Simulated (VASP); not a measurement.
Ag:

```
Ag
1.0
     0.00000    2.04275    2.04275
     2.04275    0.00000    2.04275
     2.04275    2.04275    0.00000
Ag
1
Direct
  0.00000 0.00000 0.00000
```

| Property | Result |
| --- | --- |
| Program | VASP 6.6.1 |
| Task | relaxation of cell and atoms |
| Functional | PBE |
| Potentials or basis | VASP PAW PBE potentials, release 64 (Ag) |
| Cutoff | 300 eV |
| k mesh | 8 × 8 × 8 |
| Occupations | methfessel-paxton, width 0.1 eV |
| Spin | no spin polarisation |

At the start: pressure 5.0 GPa; volume 17.05 Å³/atom.

Question: How do energy, volume and symmetry change on relaxing?

Answer: Over 3 steps the energy falls by 13.0 meV/atom and the volume is 17.94 Å³/atom (+5.3 %); space group Fm-3m (No. 225, to 0.05 Å).

Step by step:
| step | energy change (eV) | largest force (eV/Å) | pressure (GPa) | volume (Å³) |
| --- | --- | --- | --- | --- |
| 1 | 0.0000 | 0.0000 | 5.01 | 17.05 |
| 2 | -0.0104 | 0.0000 | -1.80 | 18.40 |
| 3 | -0.0130 | 0.0000 | 0.04 | 17.94 |

Final structure:
```
Ag
1.0
     0.00000    2.07795    2.07795
     2.07795    0.00000    2.07795
     2.07795    2.07795    0.00000
Ag
1
Cartesian
  0.0000 0.0000 0.0000
```

Caveat: the cutoff is under 1.25 times the usual one of these potentials, so pressure, stress and relaxed cells hold a basis-set (Pulay) error.
